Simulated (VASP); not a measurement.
Energy against volume of CdTe (zinc blende). Method: vdW-DF-cx, VASP's PBE PAW potentials (set 64) (plane waves; VASP). Settings: 520 eV cut-off, 7×7×7 Γ-centred mesh, Gaussian smearing of 0.050 eV, potentials Cd Te.

| V (Å³/atom) | E (eV/atom) |
|---|---|
| 32.598 | 0.14465 |
| 33.638 | 0.13126 |
| 34.679 | 0.12718 |
| 35.719 | 0.13091 |

Problem. Fit these four points and predict the energy of the run at 36.759 Å³/atom.

Solution. A cubic in V^(−2/3), the third-order Birch-Murnaghan form, passes through the four points with V0 = 34.67 Å³/atom and B0 = 40 GPa, and gives 0.1412 eV/atom there. The run gave 0.1412 eV/atom, +0.0 meV/atom from the fit; all five points give B0 = 40 GPa.

The compound is CdTe in the zinc blende structure. It was relaxed first.
